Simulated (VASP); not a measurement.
An input for Quantum ESPRESSO's pw.x (written as the equivalent of a VASP run, and not itself run):

```
&CONTROL
  calculation = 'vc-relax'
  pseudo_dir = './pseudo'
  outdir = './out'
  tprnfor = .true.
  tstress = .true.
  nstep = 40
  forc_conv_thr = 0.00078
/
&SYSTEM
  ibrav = 0
  nat = 4
  ntyp = 2
  ecutwfc = 80
  occupations = 'smearing'
  smearing = 'gaussian'
  degauss = 0.003675
  input_dft = 'pbesol'
/
&ELECTRONS
  conv_thr = 7.3e-08
  electron_maxstep = 100
/
&IONS
/
&CELL
  press = 200
/
ATOMIC_SPECIES
  In 114.818 In.upf
  Sb 121.760 Sb.upf
CELL_PARAMETERS angstrom
     4.2039558   -0.0000000    0.0000000
    -2.1019779    3.6407339   -0.0000000
    -0.0000000    0.0000000    7.0102953
ATOMIC_POSITIONS crystal
  In   0.3333330  0.6666670  0.0026073
  In   0.6666670  0.3333330  0.5026073
  Sb   0.3333330  0.6666670  0.3723927
  Sb   0.6666670  0.3333330  0.8723927
K_POINTS automatic
  6 6 3 0 0 0
```

Q: Write the VASP files for the same calculation (PBEsol).

A: This is not unique; one that fits is 
### INCAR
```
! general
SYSTEM  = InSb
PREC    = Accurate
ENCUT   = 500   ! plane-wave cut-off (eV)
LREAL   = F
LASPH   = T   ! aspherical one-centre terms

! electronic loop
EDIFF   = 1E-6
NELM    = 100
ALGO    = Normal
LMAXMIX = 4

! smearing
ISMEAR  = 0
SIGMA   = 0.05

! functional
GGA     = PS   ! PBEsol

! ions
IBRION  = 2   ! conjugate gradients
NSW     = 40   ! most ionic steps
ISIF    = 3
EDIFFG  = -0.02
PSTRESS = 200   ! kbar

! output
LWAVE   = F
LCHARG  = F
```

File POSCAR:
```
InSb
1.0
  4.2039558473  -0.0000000001   0.0000000000
 -2.1019779239   3.6407339188   0.0000000000
  0.0000000000   0.0000000000   7.0102953223
In Sb
2 2
Direct
  0.3333330000   0.6666670000   0.0026072808
  0.6666670000   0.3333330000   0.5026072808
  0.3333330000   0.6666670000   0.3723927192
  0.6666670000   0.3333330000   0.8723927192
```

### KPOINTS
```
Automatic mesh
0
Gamma
6 6 3
0 0 0
```

POTCAR, in this order: In_d Sb (PBE.64 set). Program: vasp_std.

Limits of the translation: the potentials are each code's own (VASP's PAW set, PseudoDojo norm-conserving files in pw.x), so ENCUT and ecutwfc are chosen apart and not converted; conv_thr bounds pw.x's estimated SCF error, while EDIFF bounds the energy change between steps; forc_conv_thr acts on force components and is met together with etot_conv_thr.

The structure was generated: InSb was put into the wurtzite type (P6_3mc), which need not be its known phase. It was relaxed first under an external pressure of 20 GPa.
